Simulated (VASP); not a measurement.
Input:

```yaml
crystal:
  lattice:
    - [3.45853, -5.98236, 0.00000]
    - [3.45853, 5.98236, 0.00000]
    - [-2.27692, 0.00000, 6.17628]
  atoms:
    - { symbol: Y, position: [0.16775, 0.83232, 0.01550] }
    - { symbol: Y, position: [0.82822, 0.16183, 0.00139] }
    - { symbol: Cl, position: [0.95178, 0.58792, 0.23513] }
    - { symbol: Cl, position: [0.06194, 0.41646, 0.77186] }
    - { symbol: Cl, position: [0.41558, 0.06017, 0.76211] }
    - { symbol: Cl, position: [0.57828, 0.94611, 0.24775] }
    - { symbol: Cl, position: [0.79312, 0.78219, 0.73670] }
    - { symbol: Cl, position: [0.20332, 0.21298, 0.22956] }
```

All values below come from LDA (Ceperley-Alder, Perdew-Zunger), VASP's LDA PAW potentials (set 64) (plane waves; VASP). Settings: 300 eV cut-off, 3×3×3 Γ-centred mesh, Fermi-Dirac smearing of 0.020 eV, potentials Y_sv Cl.

At this cut-off the stress carries a Pulay error, which pulls relaxed volumes low.

Predict the energy per atom (σ→0), pressure, largest force.

```yaml
energy per atom (σ→0): -5.665 eV/atom
pressure: -2.71 GPa
largest_force: 1.223 eV/Å
```

The structure comes from a computed database's YCl3 entry; how it stands against other phases isn't given here. The cell was not relaxed at this level, atoms are displaced from their ideal sites.
